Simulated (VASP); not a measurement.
All values below come from PW91 GGA, VASP's PBE PAW potentials (set 64) (plane waves; VASP).

A VASP calculation is set up with these files.

KPOINTS:
```
Regular mesh
0
G
  8 8 6
```

POSCAR:
```
PtSe2
1
    1.9028592235    -3.2958491134    -0.0000000000
    1.9028592235     3.2958491134     0.0000000000
   -0.0000000000     0.0000000000     5.1586185120
Pt Se
1 2
Direct
  1.0000000000   0.0000000000   0.0000000000
  0.3333330000   0.6666670000   0.2486826807
  0.6666670000   0.3333330000   0.7513173193
```

**INCAR**
```
SYSTEM = PtSe2
PREC = Accurate
ENCUT = 520
EDIFF = 1E-6
NELM = 100
ALGO = Normal
LREAL = .FALSE.
LASPH = .TRUE.
ISMEAR = 1
SIGMA = 0.1
GGA = 91
LMAXMIX = 6
LWAVE = .FALSE.
LCHARG = .FALSE.
IBRION = 2
ISIF = 3
NSW = 60
EDIFFG = -0.02
```

POTCAR, in this order: Pt Se (PBE.64 set). Program: vasp_std.

The run wrote:

OSZICAR:
```
...
DAV:   6    -0.143270452765E+02   -0.98937E-05   -0.36999E-05  1843   0.612E-02    0.164E-02
DAV:   7    -0.143270474480E+02   -0.21715E-05   -0.67402E-06  1892   0.235E-02    0.376E-03
DAV:   8    -0.143270478863E+02   -0.43828E-06   -0.71869E-07  1247   0.728E-03
  16 F= -.14327048E+02 E0= -.14327204E+02  d E =-.385844E-02
       N       E                     dE             d eps       ncg     rms          rms(c)
DAV:   1    -0.144141979084E+02   -0.87150E-01   -0.32821E+00  1500   0.137E+01    0.179E+00
DAV:   2    -0.143472822324E+02    0.66916E-01   -0.40477E-01  1570   0.688E+00    0.928E-01
DAV:   3    -0.143333431046E+02    0.13939E-01   -0.28458E-02  1696   0.197E+00    0.356E-01
DAV:   4    -0.143299941334E+02    0.33490E-02   -0.25754E-02  1542   0.893E-01    0.152E-01
DAV:   5    -0.143298457449E+02    0.14839E-03   -0.14483E-03  1633   0.300E-01    0.101E-01
DAV:   6    -0.143298801280E+02   -0.34383E-04   -0.16258E-04  1878   0.129E-01    0.290E-02
DAV:   7    -0.143298891249E+02   -0.89969E-05   -0.22352E-05  1864   0.421E-02    0.733E-03
DAV:   8    -0.143298911188E+02   -0.19939E-05   -0.29063E-06  1911   0.132E-02    0.327E-03
DAV:   9    -0.143298913117E+02   -0.19289E-06   -0.30156E-07  1191   0.394E-03
  17 F= -.14329891E+02 E0= -.14329979E+02  d E =-.670187E-02
       N       E                     dE             d eps       ncg     rms          rms(c)
DAV:   1    -0.146532291395E+02   -0.32334E+00   -0.12636E+01  1500   0.268E+01    0.362E+00
DAV:   2    -0.143992594373E+02    0.25397E+00   -0.15234E+00  1584   0.133E+01    0.186E+00
DAV:   3    -0.143468021723E+02    0.52457E-01   -0.10677E-01  1675   0.379E+00    0.751E-01
DAV:   4    -0.143324593246E+02    0.14343E-01   -0.99412E-02  1598   0.174E+00    0.299E-01
DAV:   5    -0.143322020080E+02    0.25732E-03   -0.49974E-03  1717   0.541E-01    0.204E-01
DAV:   6    -0.143323283127E+02   -0.12630E-03   -0.68895E-04  1857   0.259E-01    0.467E-02
DAV:   7    -0.143323671011E+02   -0.38788E-04   -0.74275E-05  1843   0.734E-02    0.151E-02
DAV:   8    -0.143323783775E+02   -0.11276E-04   -0.14376E-05  1885   0.264E-02    0.532E-03
DAV:   9    -0.143323791865E+02   -0.80903E-06   -0.87554E-07  1514   0.699E-03
  18 F= -.14332379E+02 E0= -.14332484E+02  d E =-.918975E-02
       N       E                     dE             d eps       ncg     rms          rms(c)
DAV:   1    -0.143581976462E+02   -0.25819E-01   -0.10021E+00  1500   0.747E+00    0.976E-01
DAV:   2    -0.143378239233E+02    0.20374E-01   -0.12297E-01  1605   0.377E+00    0.500E-01
DAV:   3    -0.143335491840E+02    0.42747E-02   -0.86196E-03  1647   0.108E+00    0.187E-01
DAV:   4    -0.143325133668E+02    0.10358E-02   -0.80463E-03  1626   0.493E-01    0.848E-02
DAV:   5    -0.143324731425E+02    0.40224E-04   -0.43292E-04  1710   0.165E-01    0.560E-02
DAV:   6    -0.143324868469E+02   -0.13704E-04   -0.53650E-05  1843   0.734E-02    0.167E-02
DAV:   7    -0.143324902153E+02   -0.33685E-05   -0.90263E-06  1878   0.269E-02    0.428E-03
DAV:   8    -0.143324912516E+02   -0.10363E-05   -0.13319E-06  1562   0.869E-03    0.195E-03
DAV:   9    -0.143324913610E+02   -0.10939E-06   -0.17179E-07  1100   0.296E-03
  19 F= -.14332491E+02 E0= -.14332608E+02  d E =-.930192E-02
       N       E                     dE             d eps       ncg     rms          rms(c)
DAV:   1    -0.143365375759E+02   -0.40463E-02   -0.19278E-01  1500   0.310E+00    0.375E-01
DAV:   2    -0.143335735512E+02    0.29640E-02   -0.17938E-02  1626   0.140E+00    0.185E-01
DAV:   3    -0.143329372313E+02    0.63632E-03   -0.12500E-03  1731   0.405E-01    0.731E-02
DAV:   4    -0.143327573894E+02    0.17984E-03   -0.11751E-03  1619   0.197E-01    0.327E-02
DAV:   5    -0.143327586245E+02   -0.12352E-05   -0.68708E-05  1696   0.647E-02    0.193E-02
DAV:   6    -0.143327600307E+02   -0.14061E-05   -0.11106E-05  1843   0.337E-02    0.740E-03
DAV:   7    -0.143327605562E+02   -0.52549E-06   -0.21199E-06  1454   0.136E-02
  20 F= -.14332761E+02 E0= -.14332884E+02  d E =-.269195E-03
       N       E                     dE             d eps       ncg     rms          rms(c)
DAV:   1    -0.143665757992E+02   -0.33816E-01   -0.17132E+00  1500   0.926E+00    0.113E+00
DAV:   2    -0.143404806888E+02    0.26095E-01   -0.15707E-01  1640   0.413E+00    0.550E-01
DAV:   3    -0.143349133520E+02    0.55673E-02   -0.10722E-02  1731   0.118E+00    0.221E-01
DAV:   4    -0.143332484333E+02    0.16649E-02   -0.10560E-02  1619   0.588E-01    0.978E-02
DAV:   5    -0.143332667029E+02   -0.18270E-04   -0.60339E-04  1738   0.189E-01    0.575E-02
DAV:   6    -0.143332812692E+02   -0.14566E-04   -0.10619E-04  1822   0.102E-01    0.218E-02
DAV:   7    -0.143332858984E+02   -0.46292E-05   -0.20233E-05  1864   0.414E-02    0.479E-03
DAV:   8    -0.143332876823E+02   -0.17839E-05   -0.26568E-06  1824   0.120E-02    0.273E-03
DAV:   9    -0.143332879256E+02   -0.24327E-06   -0.37004E-07  1303   0.399E-03
  21 F= -.14333288E+02 E0= -.14333429E+02  d E =-.796565E-03
       N       E                     dE             d eps       ncg     rms          rms(c)
DAV:   1    -0.144598807886E+02   -0.12659E+00   -0.66626E+00  1500   0.182E+01    0.227E+00
DAV:   2    -0.143606537924E+02    0.99227E-01   -0.59464E-01  1640   0.802E+00    0.108E+00
DAV:   3    -0.143397166996E+02    0.20937E-01   -0.39175E-02  1745   0.226E+00    0.447E-01
DAV:   4    -0.143328070677E+02    0.69096E-02   -0.41120E-02  1640   0.115E+00    0.193E-01
DAV:   5    -0.143329216892E+02   -0.11462E-03   -0.21908E-03  1731   0.359E-01    0.114E-01
DAV:   6    -0.143329910986E+02   -0.69409E-04   -0.43511E-04  1780   0.202E-01    0.421E-02
DAV:   7    -0.143330127513E+02   -0.21653E-04   -0.80389E-05  1815   0.822E-02    0.988E-03
DAV:   8    -0.143330217028E+02   -0.89515E-05   -0.12812E-05  1913   0.254E-02    0.569E-03
DAV:   9    -0.143330227236E+02   -0.10209E-05   -0.15577E-06  1503   0.791E-03    0.174E-03
DAV:  10    -0.143330229787E+02   -0.25506E-06   -0.51348E-07  1346   0.496E-03
  22 F= -.14333023E+02 E0= -.14333199E+02  d E =-.531618E-03
       N       E                     dE             d eps       ncg     rms          rms(c)
DAV:   1    -0.143824093624E+02   -0.49387E-01   -0.25274E+00  1500   0.111E+01    0.131E+00
DAV:   2    -0.143436914425E+02    0.38718E-01   -0.23153E-01  1640   0.501E+00    0.644E-01
DAV:   3    -0.143355148540E+02    0.81766E-02   -0.16486E-02  1759   0.146E+00    0.256E-01
DAV:   4    -0.143332908514E+02    0.22240E-02   -0.14334E-02  1661   0.694E-01    0.117E-01
DAV:   5    -0.143333357522E+02   -0.44901E-04   -0.82193E-04  1731   0.227E-01    0.695E-02
DAV:   6    -0.143333575780E+02   -0.21826E-04   -0.11802E-04  1836   0.110E-01    0.258E-02
DAV:   7    -0.143333699503E+02   -0.12372E-04   -0.24699E-05  1815   0.427E-02    0.567E-03
DAV:   8    -0.143333722997E+02   -0.23494E-05   -0.34980E-06  1961   0.148E-02    0.308E-03
DAV:   9    -0.143333726345E+02   -0.33476E-06   -0.57018E-07  1367   0.498E-03
  23 F= -.14333373E+02 E0= -.14333525E+02  d E =-.881273E-03
       N       E                     dE             d eps       ncg     rms          rms(c)
DAV:   1    -0.143415397981E+02   -0.81675E-02   -0.28335E-01  1500   0.398E+00    0.519E-01
DAV:   2    -0.143351170585E+02    0.64227E-02   -0.34689E-02  1612   0.201E+00    0.269E-01
DAV:   3    -0.143338253693E+02    0.12917E-02   -0.25346E-03  1696   0.585E-01    0.100E-01
DAV:   4    -0.143334822364E+02    0.34313E-03   -0.24611E-03  1661   0.277E-01    0.464E-02
DAV:   5    -0.143334733853E+02    0.88510E-05   -0.13866E-04  1689   0.952E-02    0.299E-02
DAV:   6    -0.143334774012E+02   -0.40159E-05   -0.16831E-05  1808   0.415E-02    0.106E-02
DAV:   7    -0.143334790967E+02   -0.16955E-05   -0.39982E-06  1672   0.170E-02    0.256E-03
DAV:   8    -0.143334795832E+02   -0.48644E-06   -0.60590E-07  1479   0.579E-03
  24 F= -.14333480E+02 E0= -.14333640E+02  d E =-.106949E-03
```

### OUTCAR
```
------------------------ aborting loop because EDIFF is reached ----------------------------------------
  FORCE on cell =-STRESS in cart. coord.  units (eV):
  Direction    XX          YY          ZZ          XY          YZ          ZX
  --------------------------------------------------------------------------------------
  Total        0.0118108      0.0118108      0.0321024      0.0000000      0.0000000      0.0000000
  in kB        0.2503562      0.2503563      0.6804821      0.0000000      0.0000000      0.0000000
  external PRESSURE =       0.3937315 kB  Pullay stress =       0.0000000 kB
  volume of cell :       75.58
      direct lattice vectors                 reciprocal lattice vectors
     1.880493907 -3.257111240  0.000000000     0.265887594 -0.153510262  0.000000000
     1.880493907  3.257111240 -0.000000000     0.265887594  0.153510262 -0.000000000
    -0.000000000  0.000000000  6.170162360     0.000000000  0.000000000  0.162070289
 POSITION                                       TOTAL-FORCE (eV/Angst)
 -----------------------------------------------------------------------------------
      1.88049     -3.25711      6.17016         0.000000     -0.000000      0.000000
      1.88049      1.08571      1.30803        -0.000000      0.000000      0.012902
      1.88049     -1.08571      4.86214         0.000000     -0.000000     -0.012902
 -----------------------------------------------------------------------------------
    total drift:                               -0.000000     -0.000000      0.000000
  FREE ENERGIE OF THE ION-ELECTRON SYSTEM (eV)
  ---------------------------------------------------
  free  energy   TOTEN  =       -14.3334795832 eV

  energy  without entropy=      -14.3339595733  energy(sigma->0) =      -14.33363958

 reached required accuracy - stopping structural energy minimisation
```
(Selected blocks of OUTCAR.)

File CONTCAR:
```
PtSe2
   1.00000000000000
     1.8804939074672302   -3.2571112402042357    0.0000000000000004
     1.8804939074672302    3.2571112402042357   -0.0000000000000004
    -0.0000000000000001    0.0000000000000005    6.1701623604224833
  Pt              Se
     1     2
Direct
     1.0000000000000000    0.0000000000000000    1.0000000000000000
     0.3333330000000032    0.6666669999999968    0.2119922122987620
     0.6666669999999968    0.3333330000000032    0.7880077877012381
```

Energy and stress use the plane-wave basis of the starting cell. Without a dispersion term in the relaxation, distances and binding between the weakly bound layers, chains or molecules are unreliable, and so is what depends on them.

The compound is PtSe2 in the 1T layered structure. This run relaxes it. Symmetry was kept, so distortions that lower it aren't found. The start is the result of an earlier pass.
